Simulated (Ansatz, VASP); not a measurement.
**GaGe in VASP and in Ansatz**

```
CELL_PARAMETERS angstrom
0.00000 2.89784 2.89784
2.89784 0.00000 2.89784
2.89784 2.89784 0.00000
ATOMIC_POSITIONS crystal
Ge 0.00000 0.00000 0.00000
Ga 0.25000 0.25000 0.25000
```

The cell comes from a database or a generator and needn't be the stable form of this composition.

Alike in both runs: functional revPBE; k mesh 8 × 8 × 8; occupations fermi-dirac, width 0.05 eV; no spin polarisation.

|  | VASP | Ansatz |
| --- | --- | --- |
| version | VASP 6.6.1 | Ansatz 0.2.0 |
| potentials or method | VASP PAW PBE potentials, release 64 (Ge_d, Ga_d) | Ansatz PAW |
| plane-wave cutoff (eV) | 520 | 420 |
| valence electrons in the cell | 27 | 27 |
| task | single point | band structure |

|  | VASP | Ansatz | Ansatz less VASP |
| --- | --- | --- | --- |
| gap on the k mesh at the Fermi level (eV) | none | none | - |
| pressure (GPa) | 1.4 | 1.4 | -0.01 |

A gap of «none» marks a metal or a gap that the smearing closes.

Caveats: the PAW data sets were made with another functional, which shifts forces and pressure a little (VASP); the PAW data sets come from PBE, with cores solved anew for the run's functional, which leaves a small shift of forces and pressure (Ansatz).
